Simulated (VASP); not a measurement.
Input:

```
CELL_PARAMETERS angstrom
      0.00000     3.07549     3.07549
      3.07549     0.00000     3.07549
      3.07549     3.07549     0.00000
ATOMIC_POSITIONS crystal
  Cr 0.75000 0.75000 0.75000
  Cr 0.50000 0.50000 0.50000
  W  0.00000 0.00000 0.00000
  W  0.25000 0.25000 0.25000
```
Starting moments (μB, in the order of the record's atoms Cr Cr W W): 3.0 3.0 0.0 0.0.

Method: PBE GGA, VASP's PBE PAW potentials (set 64) (plane waves; VASP 6.6.1). Settings: 300 eV cut-off, 5×5×5 Γ-centred mesh, Fermi-Dirac smearing of 0.10 eV, potentials Cr_pv W_sv.

At this cut-off the stress carries a Pulay error, which pulls relaxed volumes low. The moments were started parallel, and other spin orders were not tried in this run.

**Question.** Give the stress tensor in GPa (positive for a compressed cell).

**Answer.** 
```
-9.54   0.00   0.00
 0.00  -9.54   0.00
 0.00   0.00  -9.54
```
The pressure is its mean diagonal, -9.54 GPa.

The structure was generated: CrW was put into an ordered model structure, which need not be its known phase. The cell was not relaxed at this level. The k-mesh is coarse (spacing up to 0.35 per Å, 2π included), so the numbers may not be converged in it.
